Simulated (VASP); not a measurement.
The input files of a VASP run:

**INCAR**
```
# general
SYSTEM   =TiB2
PREC     =Accurate
ENCUT    =520
LREAL    =.False.
LASPH    =.True.

# electronic loop
EDIFF    =1E-6
NELM     =100
ALGO     =Normal
LMAXMIX  =4

# smearing
ISMEAR   =1
SIGMA    =0.1

# functional
GGA      =PE

# DFT+U
LDAU     =.True.
LDAUTYPE =2
LDAUL    =2 -1
LDAUU    =1.0 0
LDAUJ    =0 0
LDAUPRINT=1

# ions
ISIF     =2

# output
LWAVE    =.False.
LCHARG   =.False.
LORBIT   =10
```

File KPOINTS:
```
Automatic mesh
0
Gamma
10 10 9
0 0 0
```

File POSCAR:
```
TiB2
3.0704720
  0.4899601755  -0.8717448001   0.0000000000
  0.4899601755   0.8717448001   0.0000000000
  0.0000000000   0.0000000000   1.0346744735
Ti B
1 2
Cart
  0.0000000000   0.0000000000   0.0000000000
  0.4899601755   0.2905821812   0.5173372368
  0.5123689941  -0.2905821812   0.5173372368
```

POTCAR, in this order: Ti_sv B (PBE.64 set). Program: vasp_std.

Write an equivalent input for Quantum ESPRESSO's pw.x.

One equivalent input (not run):
```
&CONTROL
  calculation = 'scf'
  pseudo_dir = './pseudo'
  outdir = './out'
  tprnfor = .true.
  tstress = .true.
/
&SYSTEM
  ibrav = 0
  nat = 3
  ntyp = 2
  ecutwfc = 84
  occupations = 'smearing'
  smearing = 'methfessel-paxton'
  degauss = 0.00735
  input_dft = 'pbe'
/
&ELECTRONS
  conv_thr = 7.3e-08
  electron_maxstep = 100
/
ATOMIC_SPECIES
  Ti 47.867 Ti.upf
  B 10.810 B.upf
CELL_PARAMETERS angstrom
     1.5044090   -2.6766680    0.0000000
     1.5044090    2.6766680    0.0000000
     0.0000000    0.0000000    3.1769390
ATOMIC_POSITIONS crystal
  Ti   0.0000000  0.0000000  0.0000000
  B    0.3333330  0.6666670  0.5000000
  B    0.6895350  0.3562010  0.5000000
K_POINTS automatic
  10 10 9 0 0 0
HUBBARD {ortho-atomic}
U Ti-3d 1
```
What does not carry over: the potentials are each code's own (VASP's PAW set, PseudoDojo norm-conserving files in pw.x), so ENCUT and ecutwfc are chosen apart and not converted; conv_thr bounds pw.x's estimated SCF error, while EDIFF bounds the energy change between steps; the +U projectors differ (PAW spheres against orthogonalised atomic orbitals), so the same U acts differently.

The compound is TiB2 in the AlB2 type structure. The cell was not relaxed at this level, atoms are displaced from their ideal sites. The run is one of a series of settings (LDAU = .TRUE., LDAUJ = 0 0, LDAUL = 2 -1, LDAUTYPE = 2, LDAUU = 1.0 0 against the base run), some of them coarse on purpose.
